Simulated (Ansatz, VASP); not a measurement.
## Cross-check of C between VASP and Ansatz

Aim: how closely do two programs agree when they are given the same cell, functional and k mesh? The cell is taken from a series of VASP runs on this material, whose earlier steps may have relaxed, scaled or displaced it; both programs get it as it stands.

Calculated with Ansatz 0.2.0; plane waves, with VASP 6.6.1 beside it; band structure at PBE0 and band structure at r2SCAN-EpsX with an exact-exchange share of 0.172.

## Step 1: The structure

It takes space group Fd-3m (No. 227, cubic). Conventional cell: a = 3.572 Å, b = 3.572 Å, c = 3.572 Å, α = 90.00°, β = 90.00°, γ = 90.00°. Nearest to C lie 4 C at 1.55 Å.

Structure file:

```xyz
2
Lattice="0.0000 1.7858 1.7858 1.7858 0.0000 1.7858 1.7858 1.7858 0.0000" Properties=species:S:1:pos:R:3 pbc="T T T"
C     0.0000    0.0000    0.0000
C     0.8929    0.8929    0.8929
```

## Step 2: VASP: band structure, PBE0

Levels along a path test the potential and the projectors away from the mesh points.

Lines of VASP's logs that name or quote its potential files are left out, and so is its time.

The run reads the wave functions of an earlier VASP run, which isn't shown here.

The input, INCAR:

```
SYSTEM = C
PREC = Accurate
ENCUT = 460
EDIFF = 1E-06
NELM = 100
ISMEAR = 0
SIGMA = 0.03
LREAL = .FALSE.
ALGO = Normal
LHFCALC = .TRUE.
AEXX = 0.25
GGA = PE
LASPH = .TRUE.
NBANDS = 10
PRECFOCK = Fast
HFRCUT = -1
LORBIT = 11
LWAVE = .FALSE.
LCHARG = .FALSE.
KPAR = 4
```

The input, POSCAR:

```
C
1.0
    0.0000000000      1.7858110000      1.7858110000
    1.7858110000      0.0000000000      1.7858110000
    1.7858110000      1.7858110000      0.0000000000
C
2
Direct
    0.0000000000      0.0000000000      0.0000000000
    0.2500000000      0.2500000000      0.2500000000
```

The input, KPOINTS:

```
Automatic mesh
0
Gamma
7 7 7
0 0 0
```

The input, KPOINTS_OPT:

```
Line mode
10
Line-mode
Reciprocal
  0.00000000   0.00000000   0.00000000 GAMMA
  0.50000000   0.00000000   0.50000000 X

  0.50000000   0.00000000   0.50000000 X
  0.50000000   0.25000000   0.75000000 W

  0.50000000   0.25000000   0.75000000 W
  0.37500000   0.37500000   0.75000000 K

  0.37500000   0.37500000   0.75000000 K
  0.00000000   0.00000000   0.00000000 GAMMA

  0.00000000   0.00000000   0.00000000 GAMMA
  0.50000000   0.50000000   0.50000000 L

  0.50000000   0.50000000   0.50000000 L
  0.62500000   0.25000000   0.62500000 U

  0.62500000   0.25000000   0.62500000 U
  0.50000000   0.25000000   0.75000000 W

  0.50000000   0.25000000   0.75000000 W
  0.50000000   0.50000000   0.50000000 L

  0.50000000   0.50000000   0.50000000 L
  0.37500000   0.37500000   0.75000000 K

  0.62500000   0.25000000   0.62500000 U
  0.50000000   0.00000000   0.50000000 X
```

PAW data sets: C (PBE family, release 64).

Launch:

```sh
$ mpirun -np 4 vasp_std
```

Numbers of over 12 decimals in the logs are rounded to 6 here.

What it wrote:

```text
[banner, memory and clock lines left out]
running    4 mpi-ranks, on    1 nodes
 distrk:  each k-point on    1 cores,    4 groups
 distr:  one band on    1 cores,    1 groups

 POSCAR found type information on POSCAR C
 POSCAR found :  1 types and       2 ions
 LDA part: xc-table for (Slater+PW92), standard interpolation
 found WAVECAR, reading the header
 POSCAR, INCAR and KPOINTS ok, starting setup
 FFT: planning ... GRIDC
 FFT: planning ... GRID_SOFT
 FFT: planning ... GRID
 HFRCUT set to (new)   9.770437
 reading WAVECAR
 the WAVECAR file was read successfully
 initial charge from wavefunction
 entering main loop
       N       E                     dE             d eps       ncg     rms          rms(c)
DAV:   1    -0.221185508331E+02   -0.22119E+02   -0.63693E-01   412   0.723E+00    0.104E+00
DAV:   2    -0.221222742787E+02   -0.37234E-02   -0.72967E-03   442   0.667E-01    0.671E-01
DAV:   3    -0.221215878829E+02    0.68640E-03   -0.36689E-04   426   0.163E-01    0.374E-01
DAV:   4    -0.221213517926E+02    0.23609E-03   -0.83015E-05   416   0.858E-02    0.209E-01
DAV:   5    -0.221212771495E+02    0.74643E-04   -0.23339E-05   424   0.467E-02    0.117E-01
DAV:   6    -0.221212539040E+02    0.23245E-04   -0.71568E-06   444   0.263E-02    0.660E-02
DAV:   7    -0.221212469204E+02    0.69836E-05   -0.23273E-06   416   0.151E-02    0.373E-02
DAV:   8    -0.221212449949E+02    0.19254E-05   -0.77367E-07   212   0.881E-03    0.213E-02
DAV:   9    -0.221212445808E+02    0.41414E-06   -0.30443E-07   212   0.573E-03
   1 F= -.22121245E+02 E0= -.22121245E+02  d E =-.129309E-36
 Start KPOINTS_OPT (optional k-point list driver)
k-point batch [1-20\100]
       N       E                     dE             ncg
DAV:   1     0.258733702135E+03   -0.60061E+04      424
DAV:   2    -0.141917342517E+03   -0.40065E+03      556
DAV:   3    -0.155223564313E+03   -0.13306E+02      456
DAV:   4    -0.155312887769E+03   -0.89323E-01      438
DAV:   5    -0.155313097110E+03   -0.20934E-03      442
DAV:   6    -0.155313097434E+03   -0.32413E-06      442
[...]
k-point batch [81-100\100]
       N       E                     dE             ncg
DAV:   1     0.998975435155E+02   -0.81640E+04      416
DAV:   2    -0.271799391453E+03   -0.37170E+03      514
DAV:   3    -0.281334899969E+03   -0.95355E+01      490
DAV:   4    -0.281402421500E+03   -0.67522E-01      512
DAV:   5    -0.281402517426E+03   -0.95926E-04      472
DAV:   6    -0.281402517551E+03   -0.12492E-06      474
```

OUTCAR, selected parts (step 2):

```text
ion  position               nearest neighbor table
   1  0.000  0.000  0.000-   2 1.55   2 1.55   2 1.55   2 1.55
   2  0.250  0.250  0.250-   1 1.55   1 1.55   1 1.55   1 1.55

  LATTYP: Found a face centered cubic cell.
 ALAT       =     3.5716220000

 Subroutine GETGRP returns: Found 48 space group operations
 (whereof 24 operations were pure point group operations)

The static configuration has the point symmetry T_d .
 The point group associated with its full space group is O_h .

 Found     20 irreducible k-points:

   k-points           NKPTS =     20   k-points in BZ     NKDIM =    343   number of bands    NBANDS=     10

   dimension x,y,z NGX =    18 NGY =   18 NGZ =   18
   dimension x,y,z NGXF=    36 NGYF=   36 NGZF=   36

   ENCUT  =  460.0 eV  33.81 Ry    5.81 a.u.   4.42  4.42  4.42*2*pi/ulx,y,z

   NELECT =       8.0000    total number of electrons

 k-points in reciprocal lattice and weights: Automatic mesh
   0.00000000  0.00000000  0.00000000       0.003
   0.14285714  0.00000000  0.00000000       0.023
   0.28571429  0.00000000  0.00000000       0.023
   0.42857143  0.00000000  0.00000000       0.023
   0.14285714  0.14285714  0.00000000       0.017
   0.28571429  0.14285714  0.00000000       0.070
   0.42857143  0.14285714  0.00000000       0.070
  -0.42857143  0.14285714  0.00000000       0.070
  -0.28571429  0.14285714  0.00000000       0.070
[...]
-0.42857143  0.42857143  0.14285714       0.070
  -0.28571429  0.42857143  0.14285714       0.070

  exchange ACFDT corr.  =         0.00000000  see jH, gK, PRB 81, 115126

 average (electrostatic) potential at core
       1 -41.2841       2 -41.2841

 E-fermi :   8.9456

 k-point     1 :       0.0000    0.0000    0.0000
  band No.  band energies     occupation
      1     -14.8541      2.00000
      2       8.6838      2.00000
      3       8.6838      2.00000
      4       8.6838      2.00000
      5      16.3759      0.00000
      6      16.3759      0.00000
      7      16.3759      0.00000
      8      24.6247      0.00000
      9      30.2591      0.00000
    ...

 k-point     2 :       0.1429    0.0000    0.0000
  band No.  band energies     occupation
      1     -14.2420      2.00000
      2       5.4434      2.00000
      3       7.8137      2.00000
      4       7.8137      2.00000
      5      17.5253      0.00000
      6      17.5253      0.00000
      7      17.9481      0.00000
      8      25.1535      0.00000
      9      31.1700      0.00000
    ...

 k-point     3 :       0.2857    0.0000    0.0000
  band No.  band energies     occupation
      1     -12.4427      2.00000
      2       0.1052      2.00000
      3       6.4793      2.00000
      4       6.4793      2.00000
      5      19.0398      0.00000
      6      19.0398      0.00000
      7      19.2449      0.00000
      8      26.3538      0.00000
      9      31.9919      0.00000
    ...

  energy-cutoff  :      460.00
  volume of cell :       11.39
      direct lattice vectors                 reciprocal lattice vectors
     0.000000000  1.785811000  1.785811000    -0.279984836  0.279984836  0.279984836
     1.785811000  0.000000000  1.785811000     0.279984836 -0.279984836  0.279984836
     1.785811000  1.785811000  0.000000000     0.279984836  0.279984836 -0.279984836

 POSITION                                       TOTAL-FORCE (eV/Angst)
 -----------------------------------------------------------------------------------
      0.00000      0.00000      0.00000         0.000000      0.000000     -0.000000
      0.89291      0.89291      0.89291        -0.000000     -0.000000      0.000000
 -----------------------------------------------------------------------------------
    total drift:                                0.000000     -0.000000      0.000000

  FREE ENERGIE OF THE ION-ELECTRON SYSTEM (eV)
  ---------------------------------------------------
  free  energy   TOTEN  =       -22.1212445808 eV

  energy  without entropy=      -22.1212445808  energy(sigma->0) =      -22.12124458

 total charge
# of ion       s       p       d       tot
------------------------------------------
    1        0.834   1.739   0.000   2.573
    2        0.834   1.739   0.000   2.573
--------------------------------------------------
tot          1.668   3.478   0.000   5.146

[... 3 further parts left out ...]
```

## Step 3: Ansatz: band structure, PBE0

Ansatz runs on its default PAW (the set named soft_2) files.

The same cell, functional, mesh and smearing now go to Ansatz, which takes its cutoff from its data sets.

The input, input.yaml:

```yaml
crystal:
  lattice:
    - [0.0, 1.785811, 1.785811]
    - [1.785811, 0.0, 1.785811]
    - [1.785811, 1.785811, 0.0]
  atoms:
    - { symbol: C, position: [0.0, 0.0, 0.0] }
    - { symbol: C, position: [0.25, 0.25, 0.25] }
hamiltonian:
  xc: pbe0
  pseudopotentials: { kind: paw }
kpoints:
  mp_grid: { grid: [7, 7, 7] }
  band_path:
    path:
      - [0.0, 0.0, 0.0]
      - [0.38889, 0.0, 0.38889]
      - [0.5, 0.0, 0.5]
      - [0.5, 0.22222, 0.72222]
      - [0.40278, 0.34722, 0.75]
      - [0.125, 0.125, 0.25]
      - [0.27778, 0.27778, 0.27778]
      - [0.55556, 0.38889, 0.55556]
      - [0.58333, 0.25, 0.66667]
      - [0.5, 0.30556, 0.69444]
      - [0.48611, 0.48611, 0.52778]
      - [0.625, 0.25, 0.625]
      - [0.5, 0.0, 0.5]
    npoints: 1
scf:
  occupations: { method: gaussian, width: 0.03 }
  n_extra_bands: 7
output:
  forces: true
  stress: true
  eigenvalues: true
  write_density: true
  write_potential: true
  elf: true
  volumetric_format: npy
```

Launch:

```sh
$ ansatz run input.yaml --threads 4 --pin off --max-ram 9216MiB --backend cpu --events-out ev --progress --plain --runs-dir out
```

What it wrote:

```text
Warning: output.stress: scf.convergence.dr2_threshold = 1e-7 eV (the SCF's general default) is looser than the 2e-10 eV advised for a printed stress (1e-10 eV for each atom of the cell: 2). What an SCF threshold leaves in a stress goes as its square root, and in the free energy as the threshold itself, and one threshold admits the most on a small cell: [figures from the program's tests cut] Set scf.convergence.dr2_threshold to 2e-10 eV or tighter. The threshold is an SCF's pass mark: one that does not reach it within its budget of iterations ends unconverged, or closes short of it on a stop that the run arms, and scf.convergence.dr2_threshold's page says what that costs each kind of run
Warning: output.stress: scf.exx.energy_threshold = 1e-6 eV is looser than the 2e-8 eV advised for a stress under a hybrid functional (1e-8 eV for each atom of the cell: 2). Every SCF of the exchange loop can meet its threshold on dr2 while the loop round them stops early: no threshold on dr2 bounds what that leaves in the stress. Set scf.exx.energy_threshold to 2e-8 eV or tighter. The threshold is the loop's pass mark: a loop that does not reach it within its budget of cycles ends unconverged, and scf.exx.energy_threshold's page has the law
scf.n_extra_bands = 7 over 4 filled bands (N_el = 8.0): the run solves 11 bands
Engine: ansatz 0.2.0, aarch64-unknown-linux-gnu
Pseudopotentials: kind: paw
Pseudopotential: C, paw, valence charge 4, recommended cutoff 420 eV (normal), C.paw.azcp
Functional definition: PBE0
  parameter a = 0.25
  parameter kappa = 0.804
  parameter beta = 0.066725
  exchange = (1 - a)*pbe_x(kappa = kappa, mu = beta*pi^2/3) + a*exact_x
  correlation = pbe_c(beta = beta)
Crystal: 2 atoms, lattice volume = 11.390 Å³
Basis set: ecut = 420 eV, 229 PW (Γ), exchange–correlation on 36×36×36 points (8 copies of the dense FFT grid, shifted against one another)
Bands: 11, of which v1, the nominal top of the filled ones, is band 4 counted from 1 (3 counted from 0)
Symmetry: 48 space group operations
Space group: Fd-3m (ITA 227), of the structure as read, at distance tolerance 2.2e-5 Å
k-points: 20 of 343
Non-local potential: C, projectors of the file, l = 0: 2, l = 1: 2, l = 2: 1
PAW form: soft (Blöchl's): semilocal exchange-correlation on the pseudo side does not see the compensation charge
PAW frozen core: C, regenerated for the run's functional, and the local potential with it (the file was generated under x = pbe(κ = 0.804, μ = 0.219515), c = pbe(β = 0.066725))
PAW one-centre angular grid: C, 110 points (default); XC on 64 Gauss nodes
Initial density: superposition of atomic densities (neutral atoms: chi_scale 0, normalization atom), corrected by the library's trained network
Initial wavefunctions: pseudopotential atomic-orbital guess
Functional: x = pbe(κ = 0.804, μ = 0.219515), c = pbe(β = 0.066725), warm-up for x = 0.75 pbe(κ = 0.804, μ = 0.219515) + 0.25 exact, c = pbe(β = 0.066725)
SCF iter   1: F=—  HF=-501.612008 eV  |F-HF|=—  |Δ(HF+E_count)|=         —  Δρ=1.76e-3  dr2=1.08e-4  ethr=1.77e-3  ⟨swp⟩=2.0  Hψ=1404  notcnv=0
preconditioner: auto → none  [insulator: Δε(μ)=4.269 eV  Ē_g=24.930 eV  σ=0.030 eV  W_gap=1.00  n_scr=0 (ndim 8)  ℏωp=31.1 eV  f_vac=0.000  D(μ)=0.00/eV (n_scr^D=0)]
SCF iter   2: F=-501.612182 eV  HF=-501.612136 eV  |F-HF|=4.62e-5  |Δ(HF+E_count)|=   1.28e-4  Δρ=8.55e-4  dr2=2.15e-5  ethr=1.35e-6  ⟨swp⟩=2.2  Hψ=312  notcnv=0  defer=4
SCF 1 stopped early in 2 iterations: F = -501.612182 eV  dr2 = 2.15e-5
  greatest PAW one-centre occupation: 0.643 electrons in one spin orbital (limit 2), on the C atom at site 1 (counted from 0), in its partial waves of l = 0
Initial density: handed on by an earlier stage of this run
Initial wavefunctions: those handed on with the density
Functional: x = 0.75 pbe(κ = 0.804, μ = 0.219515) + 0.25 exact, c = pbe(β = 0.066725)
Frozen-core exchange: fock
SCF iter   1: F=—  HF=-501.869416 eV  |F-HF|=—  |Δ(HF+E_count)|=         —  Δρ=9.78e-3  dr2=4.39e-3  ethr=2.69e-6  ⟨swp⟩=5.2  Hψ=962  notcnv=0
preconditioner: auto → none  [insulator: Δε(μ)=6.083 eV  Ē_g=28.425 eV  σ=0.030 eV  W_gap=1.00  n_scr=0 (ndim 8)  ℏωp=31.1 eV  f_vac=0.000  D(μ)=0.00/eV (n_scr^D=0)]
SCF iter   2: F=—  HF=-501.867724 eV  |F-HF|=—  |Δ(HF+E_count)|=   1.69e-3  Δρ=4.18e-3  dr2=8.00e-4  ethr=2.69e-6  ⟨swp⟩=3.0  Hψ=498  notcnv=0
SCF iter   3: F=—  HF=-501.869894 eV  |F-HF|=—  |Δ(HF+E_count)|=   2.17e-3  Δρ=9.53e-4  dr2=3.28e-5  ethr=2.69e-6  ⟨swp⟩=3.0  Hψ=365  notcnv=0
iter 4 solved again at ethr=1.26e-8 eV; its pass at ethr=3.61e-7 eV (dr2=1.01e-6 eV) is discarded
SCF iter   4: F=—  HF=-501.869883 eV  |F-HF|=—  |Δ(HF+E_count)|=   1.10e-5  Δρ=1.66e-4  dr2=4.45e-6  ethr=1.26e-8  ⟨swp⟩=2.1  Hψ=701  notcnv=0
SCF iter   5: F=-501.869907 eV  HF=-501.869907 eV  |F-HF|=3.26e-7  |Δ(HF+E_count)|=   2.42e-5  Δρ=9.26e-5  dr2=6.96e-7  ethr=1.24e-8  ⟨swp⟩=3.0  Hψ=382  notcnv=0
SCF 2 stopped early in 5 iterations: F = -501.869907 eV  dr2 = 6.96e-7
  greatest PAW one-centre occupation: 0.646 electrons in one spin orbital (limit 2), on the C atom at site 1 (counted from 0), in its partial waves of l = 0
hybrid outer 1: dexx = +2.606e-3 eV, tail = 1.19e-5 eV
Frozen-core exchange: fock
SCF iter   1: F=—  HF=-501.869961 eV  |F-HF|=—  |Δ(HF+E_count)|=         —  Δρ=8.22e-5  dr2=3.14e-7  ethr=7.46e-7  ⟨swp⟩=3.3  Hψ=497  notcnv=0
preconditioner: auto → none  [insulator: Δε(μ)=6.154 eV  Ē_g=28.434 eV  σ=0.030 eV  W_gap=1.00  n_scr=0 (ndim 8)  ℏωp=31.1 eV  f_vac=0.000  D(μ)=0.00/eV (n_scr^D=0)]
SCF iter   2: F=—  HF=-501.869960 eV  |F-HF|=—  |Δ(HF+E_count)|=   9.23e-8  Δρ=1.51e-5  dr2=1.91e-8  ethr=3.68e-9  ⟨swp⟩=3.0  Hψ=346  notcnv=0
SCF iter   3: F=-501.869961 eV  HF=-501.869961 eV  |F-HF|=2.80e-9  |Δ(HF+E_count)|=   1.06e-7  Δρ=8.17e-6  dr2=4.40e-9  ethr=4.95e-11  ⟨swp⟩=3.5  Hψ=509  notcnv=0
SCF 3 converged in 3 iterations: F = -501.869961 eV  dr2 = 4.40e-9
  Residual-converged pass: ⟨swp⟩=2.0  Hψ=298  notcnv=0  max |occ|·‖R‖ = 2.4e-6 eV (tolerance 2.4e-6 eV)  dr2=4.38e-9  dr2_onsite=1.86e-10  max |Δocc| = 0.0e0
hybrid outer 2: dexx = +2.087e-7 eV, tail = 1.50e-8 eV, Δε = 2.95e-3 eV (about 1.09e-4 eV left of the loop's levels)
NSCF: frozen V_eff on 13 k-points
hybrid SCF converged: 2 outer / 8 inner (+2 warm-up), last move |dexx| = 2.09e-7 eV, tail = 1.50e-8 eV
Stability not checked: this state was not tested for a lower state beside it, because the functional holds exact exchange (a hybrid, or Hartree-Fock), whose exchange loop this test does not read (fock_operator; see scf.lower_state_search)
Free energy (F): -501.869961 eV
Frozen-core exchange: fock
Harris-Foulkes:  -501.869961 eV  (|F-HF|=2.80e-9)
Internal energy: -501.869961 eV  (E = F + TS)
E sigma→0 (E₀):  -501.869961 eV
Fermi energy:    15.332751 eV
--- Per-component energies (eV) ---
  E_band       = 19.147709
  E_kinetic    = 183.783532
  E_local      = -121.000455  (includes V_loc(G=0)·N_el)
  E_nonlocal   = 52.165425
  E_hartree    = 26.539075
  E_xc         = -75.565093
  E_vxc        = -93.690183  (∫ρ·V_xc dr)
  E_exx        = -21.592569  (= α·E_x^exact, valence–valence)
  E_paw        = -198.679765  (= ΣΔE_a)
  E_vpaw       = -12.004047  (= ΣTr[D̂ρ^β])
  E_aug_tail   = 0.000018  (compensation charges beyond the density's cutoff)
  E_ewald      = -347.485740
  E_core_change = -0.034390  (= ΣΔE_core)
  E_smearing   = -0.000000  (= −TS)
  E_closure    = 0.000000  (closes the sum)
  Σ components = -501.869961   (vs F -501.869961, Δ=0.00e0)
--- Forces (eV/Å), atoms counted from 1 ---
  atom   1  C     -0.00000000     0.00000000    -0.00000000
  atom   2  C     -0.00000000    -0.00000000     0.00000000
  max |Σ_I F_I| component: 1.11e-16 eV/Å
--- Stress (GPa, compression-positive) ---
      -10.049891       0.000000      -0.000000
       -0.000000     -10.049891       0.000000
        0.000000      -0.000000     -10.049891
  P = ⅓ Tr σ = -10.0499 GPa (-100.499 kbar)
--- Band table (eV; the first three rows and the last of 20) ---
  k-point 0: bands = [-11.2743, 12.2560, 12.2560, 12.2560, 19.9502, 19.9502, 19.9502, 28.1497, ... 3 higher]
  k-point 1: bands = [-10.6661, 9.0113, 11.3851, 11.3851, 21.1006, 21.1006, 21.5184, 28.6839, ... 3 higher]
  k-point 2: bands = [-8.8665, 3.6794, 10.0488, 10.0488, 22.6146, 22.6146, 22.8045, 29.8888, ... 3 higher]
  k-point 19: bands = [-2.1526, -0.3017, 2.3124, 5.0708, 22.5503, 26.4372, 27.7503, 28.5712, ... 3 higher]
```

Run time: 9.2 s. Hardware: 4 threads of Arm Neoverse V1, shared host; peak memory 0.44 GiB; 32 s of CPU time.

## Step 4: Side by side

Known differences besides the potentials themselves: exact exchange at q = 0 is treated differently, which shows on coarse meshes; VASP keeps PBE cores, Ansatz makes them for the functional; the cutoff is 420 eV in Ansatz and 460 eV in VASP; VASP takes a coarser grid for exact exchange (PRECFOCK = Fast). Total energies have different zeros and are not compared.

Both answers:

```csv
quantity,Ansatz,VASP,difference
gap over the path points (eV),6.042,6.037,+0.005
```

Levels at points of the path, from each program's valence-band top (eV; 3 filled, then empty):

```csv
k (reciprocal lattice),Ansatz,VASP
0.000 0.000 0.000,0.00 0.00 0.00 7.69 7.69 7.69,0.00 0.00 0.00 7.69 7.69 7.69
0.389 0.000 0.389,-10.05 -6.40 -6.40 6.04 8.41 18.41,-10.05 -6.39 -6.39 6.04 8.41 18.43
0.500 0.000 0.500,-14.10 -6.88 -6.88 6.66 6.66 19.93,-14.10 -6.88 -6.88 6.66 6.66 19.95
0.500 0.222 0.722,-13.30 -8.98 -8.98 12.39 12.39 15.47,-13.30 -8.98 -8.98 12.39 12.39 15.49
0.403 0.347 0.750,-12.95 -10.07 -6.17 8.06 13.13 16.99,-12.94 -10.07 -6.17 8.06 13.14 17.01
0.125 0.125 0.250,-4.39 -3.50 -0.84 8.98 10.27 10.47,-4.39 -3.50 -0.83 8.98 10.27 10.48
0.278 0.278 0.278,-8.28 -2.14 -2.14 10.30 10.30 10.51,-8.28 -2.14 -2.14 10.30 10.30 10.52
0.556 0.389 0.556,-13.97 -5.87 -4.11 9.51 12.90 13.64,-13.97 -5.87 -4.10 9.51 12.90 13.66
0.583 0.250 0.667,-12.93 -10.01 -6.52 8.56 13.15 16.71,-12.93 -10.00 -6.51 8.55 13.16 16.72
0.500 0.306 0.694,-12.57 -9.34 -7.39 11.54 12.86 15.80,-12.57 -9.33 -7.39 11.54 12.86 15.82
```

Among the levels compared at these points, filled levels agree within 6 meV and empty ones within 22 meV.

(Part 1 of 2 ends here.)

[Lines on the potential files, build, host, timing and source positions are cut from VASP's logs without a mark.]

[Logs are printed without paths, hosts, clocks, repeated set-up lines and the standing remarks that a program may print on its own settings, such as how far it seeks lower states.]

[Hosts, paths, dates, database ids (printed as entryN), source tags and the programs' standing remarks are cut or masked in the printed files.]
